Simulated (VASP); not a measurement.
Calculation: PW91 GGA, VASP's PBE PAW potentials (set 64) (plane waves; VASP).

A VASP calculation is set up with these files.

### POSCAR
```
P
1
    1.6716919984    -5.5258196557     0.0000000000
    1.6716919984     5.5258196557    -0.0000000000
    0.0000000000     0.0000000000     4.4532732079
P
4
Direct
  0.0964434879   0.9035565121   0.9169486950
  0.4035565121   0.5964434879   0.4169486950
  0.5964434879   0.4035565121   0.5830513050
  0.9035565121   0.0964434879   0.0830513050
```

INCAR:
```
# general
SYSTEM  =  P
PREC    =  Accurate
ENCUT   =  520   # plane-wave cut-off (eV)
LREAL   =  .FALSE.
LASPH   =  .TRUE.   # aspherical one-centre terms

# electronic loop
EDIFF   =  1E-6   # SCF stop (eV)
NELM    =  100
ALGO    =  Normal

# smearing
ISMEAR  =  0   # Gaussian
SIGMA   =  0.05   # width (eV)

# functional
GGA     =  91

# ions
IBRION  =  2
NSW     =  60   # most ionic steps
ISIF    =  3   # ions, shape and volume
EDIFFG  =  -0.02   # ionic stop

# output
LWAVE   =  .FALSE.
LCHARG  =  .FALSE.
```

File KPOINTS:
```
Automatic mesh
0
Gamma
6 6 5
0 0 0
```

POTCAR, in this order: P (PBE.64 set). Program: vasp_std.

What VASP printed:

OSZICAR:
```
       N       E                     dE             d eps       ncg     rms          rms(c)
DAV:   1     0.688081376187E+02    0.68808E+02   -0.83360E+03  1092   0.120E+03
DAV:   2    -0.168680175856E+02   -0.85676E+02   -0.83288E+02  1398   0.178E+02
DAV:   3    -0.215576165291E+02   -0.46896E+01   -0.46614E+01  1488   0.452E+01
DAV:   4    -0.216252243679E+02   -0.67608E-01   -0.67544E-01  1340   0.638E+00
DAV:   5    -0.216271278689E+02   -0.19035E-02   -0.19029E-02  1592   0.957E-01    0.949E+00
DAV:   6    -0.215230399314E+02    0.10409E+00   -0.69739E-02  1278   0.154E+00    0.565E+00
DAV:   7    -0.214802921246E+02    0.42748E-01   -0.12138E-01  1374   0.209E+00    0.272E-01
DAV:   8    -0.214801524076E+02    0.13972E-03   -0.91640E-03  1272   0.640E-01    0.103E-01
DAV:   9    -0.214802163064E+02   -0.63899E-04   -0.34641E-04  1506   0.136E-01    0.630E-02
DAV:  10    -0.214802334104E+02   -0.17104E-04   -0.43613E-05  1290   0.407E-02    0.266E-02
DAV:  11    -0.214802412148E+02   -0.78044E-05   -0.10930E-05  1350   0.272E-02    0.543E-03
DAV:  12    -0.214802415787E+02   -0.36388E-06   -0.35873E-07   804   0.454E-03
   1 F= -.21480242E+02 E0= -.21480086E+02  d E =-.214802E+02
       N       E                     dE             d eps       ncg     rms          rms(c)
DAV:   1    -0.214817445351E+02   -0.15033E-02   -0.68152E-02  1116   0.153E+00    0.221E-01
DAV:   2    -0.214816194866E+02    0.12505E-03   -0.39157E-03  1398   0.462E-01    0.797E-02
DAV:   3    -0.214814139177E+02    0.20557E-03   -0.34187E-04  1338   0.126E-01    0.420E-02
DAV:   4    -0.214813885644E+02    0.25353E-04   -0.17328E-04  1356   0.791E-02    0.100E-02
DAV:   5    -0.214813898242E+02   -0.12599E-05   -0.16984E-05  1294   0.291E-02    0.984E-03
DAV:   6    -0.214813900797E+02   -0.25545E-06   -0.10416E-06   726   0.813E-03
   2 F= -.21481390E+02 E0= -.21481256E+02  d E =-.114850E-02
       N       E                     dE             d eps       ncg     rms          rms(c)
DAV:   1    -0.214814823636E+02   -0.92539E-04   -0.54727E-03  1116   0.434E-01    0.633E-02
DAV:   2    -0.214814739087E+02    0.84549E-05   -0.31532E-04  1410   0.131E-01    0.223E-02
DAV:   3    -0.214814577811E+02    0.16128E-04   -0.27157E-05  1330   0.355E-02    0.116E-02
DAV:   4    -0.214814560476E+02    0.17335E-05   -0.13915E-05  1368   0.224E-02    0.285E-03
DAV:   5    -0.214814562714E+02   -0.22378E-06   -0.12834E-06   684   0.831E-03
   3 F= -.21481456E+02 E0= -.21481333E+02  d E =-.121469E-02
       N       E                     dE             d eps       ncg     rms          rms(c)
DAV:   1    -0.214828833974E+02   -0.14273E-02   -0.51500E-02  1098   0.124E+00    0.140E-01
DAV:   2    -0.214824461151E+02    0.43728E-03   -0.19340E-03  1446   0.308E-01    0.828E-02
DAV:   3    -0.214822293456E+02    0.21677E-03   -0.62993E-04  1278   0.140E-01    0.251E-02
DAV:   4    -0.214822286270E+02    0.71860E-06   -0.43167E-05  1380   0.465E-02    0.147E-02
DAV:   5    -0.214822273913E+02    0.12357E-05   -0.47906E-06  1230   0.141E-02    0.830E-03
DAV:   6    -0.214822268139E+02    0.57740E-06   -0.80123E-07   702   0.595E-03
   4 F= -.21482227E+02 E0= -.21482075E+02  d E =-.770542E-03
       N       E                     dE             d eps       ncg     rms          rms(c)
DAV:   1    -0.214827326436E+02   -0.50525E-03   -0.28029E-02  1098   0.913E-01    0.102E-01
DAV:   2    -0.214824973772E+02    0.23527E-03   -0.10427E-03  1446   0.226E-01    0.612E-02
DAV:   3    -0.214823807256E+02    0.11665E-03   -0.34190E-04  1290   0.103E-01    0.186E-02
DAV:   4    -0.214823800225E+02    0.70319E-06   -0.23408E-05  1380   0.343E-02    0.107E-02
DAV:   5    -0.214823791328E+02    0.88960E-06   -0.25753E-06  1076   0.103E-02
   5 F= -.21482379E+02 E0= -.21482223E+02  d E =-.922861E-03
       N       E                     dE             d eps       ncg     rms          rms(c)
DAV:   1    -0.214831521110E+02   -0.77209E-03   -0.41083E-02  1098   0.111E+00    0.101E-01
DAV:   2    -0.214830692311E+02    0.82880E-04   -0.17964E-03  1452   0.303E-01    0.532E-02
DAV:   3    -0.214829724362E+02    0.96795E-04   -0.16001E-04  1312   0.783E-02    0.218E-02
DAV:   4    -0.214829655763E+02    0.68599E-05   -0.27450E-05  1456   0.327E-02    0.136E-02
DAV:   5    -0.214829649393E+02    0.63702E-06   -0.21330E-06   844   0.109E-02
   6 F= -.21482965E+02 E0= -.21482824E+02  d E =-.585806E-03
       N       E                     dE             d eps       ncg     rms          rms(c)
DAV:   1    -0.214836914037E+02   -0.72583E-03   -0.74701E-02  1098   0.149E+00    0.136E-01
DAV:   2    -0.214835448730E+02    0.14653E-03   -0.32595E-03  1452   0.408E-01    0.710E-02
DAV:   3    -0.214833713933E+02    0.17348E-03   -0.28710E-04  1312   0.105E-01    0.292E-02
DAV:   4    -0.214833590141E+02    0.12379E-04   -0.49533E-05  1462   0.439E-02    0.182E-02
DAV:   5    -0.214833583712E+02    0.64293E-06   -0.42789E-06  1206   0.146E-02
   7 F= -.21483358E+02 E0= -.21483261E+02  d E =-.979238E-03
```

File OUTCAR:
```
------------------------ aborting loop because EDIFF is reached ----------------------------------------
  FORCE on cell =-STRESS in cart. coord.  units (eV):
  Direction    XX          YY          ZZ          XY          YZ          ZX
  --------------------------------------------------------------------------------------
  Total        0.0521006      0.0659819     -0.0218888      0.0000000     -0.0000000      0.0000000
  in kB        1.0065580      1.2747385     -0.4228809      0.0000000     -0.0000000      0.0000000
  external PRESSURE =       0.6194719 kB  Pullay stress =       0.0000000 kB
  volume of cell :       82.93
      direct lattice vectors                 reciprocal lattice vectors
     1.659941537 -5.519495858  0.000000000     0.301215428 -0.090587984  0.000000000
     1.659941537  5.519495858 -0.000000000     0.301215428  0.090587984 -0.000000000
     0.000000000  0.000000000  4.525766964     0.000000000  0.000000000  0.220957024
 POSITION                                       TOTAL-FORCE (eV/Angst)
 -----------------------------------------------------------------------------------
      1.65994      4.45756      4.13942         0.000000      0.003027     -0.019651
      1.65994      1.06193      1.87654         0.000000     -0.003027     -0.019651
      1.65994     -1.06193      2.64923         0.000000      0.003027      0.019651
      1.65994     -4.45756      0.38634         0.000000     -0.003027      0.019651
 -----------------------------------------------------------------------------------
    total drift:                                0.000000     -0.000000      0.000000
  FREE ENERGIE OF THE ION-ELECTRON SYSTEM (eV)
  ---------------------------------------------------
  free  energy   TOTEN  =       -21.4833583712 eV

  energy  without entropy=      -21.4831639945  energy(sigma->0) =      -21.48326118

 reached required accuracy - stopping structural energy minimisation
```
(Selected blocks of OUTCAR.)

**CONTCAR**
```
P
   1.00000000000000
     1.6599415369734019   -5.5194958583352154    0.0000000000000000
     1.6599415369734019    5.5194958583352154   -0.0000000000000000
     0.0000000000000000    0.0000000000000000    4.5257669641919103
  P
     4
Direct
     0.0961985265766008    0.9038014734233992    0.9146348808108815
     0.4038014734233992    0.5961985265766008    0.4146348808108815
     0.5961985265766008    0.4038014734233992    0.5853651191891185
     0.9038014734233992    0.0961985265766008    0.0853651191891185
```

Without a dispersion term in the relaxation, distances and binding between the weakly bound layers, chains or molecules are unreliable, and so is what depends on them.

The compound is P in the black structure. This run relaxes it. Symmetry was kept, so distortions that lower it aren't found. The start is the result of an earlier pass.
